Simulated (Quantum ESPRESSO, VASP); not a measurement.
**One structure in several programs: HoS (Fm-3m, 2 atoms in the cell)**

Self-consistent single point, at a second geometry (lattice scaled by 0.98). First geometry:

```
HoS
1.0
   -2.73569     0.00000     2.73569
    0.00000     2.73569     2.73569
   -2.73569     2.73569     0.00000
Ho S
1 1
Direct
  0.00000   0.00000   0.00000
  0.50000   0.50000   0.50000
```
Moments meant for the start (each program seeds them in its own way; μB, in the order of the atoms Ho S): 4.0 0.0.

Shared settings, as Quantum ESPRESSO writes them: occupations = smearing; smearing = gauss; degauss = 0.0073499 Ry; nspin = 2; K_POINTS = automatic 7 7 7 0 0 0. Potentials and cutoffs stand in the table.

```csv
code,model,size of the net moment (μB/atom),cutoff
Quantum ESPRESSO,"PBEsol, SSSP 1.1.2 efficiency (PBE) pseudopotentials",1.70,50 Ry
VASP,"PBEsol, VASP's PBE PAW potentials (set 64)",1.68,300 eV
```

On Quantum ESPRESSO's run: spin-orbit coupling is off. With one magnetic atom in the cell only a parallel order is possible. With U or open f shells several self-consistent states can exist. The f electrons are in the valence without U or exact exchange, which can misplace them near the Fermi level. Spin-orbit terms, which matter for f shells, are left out.

The spread over the programs that give each value: size of the net moment within 0.02 μB/atom.

The starting cell comes from a database of computed structures (which also holds hypothetical and non-ambient phases and stackings), without a prior relaxation at this level. For this run, on top of that: lattice scaled by 0.98.

Left out of this page: Ansatz (unsound by tests on forces, stress, charge or solver warnings); Elk and FLEUR (not drawn, or without a comparable value).
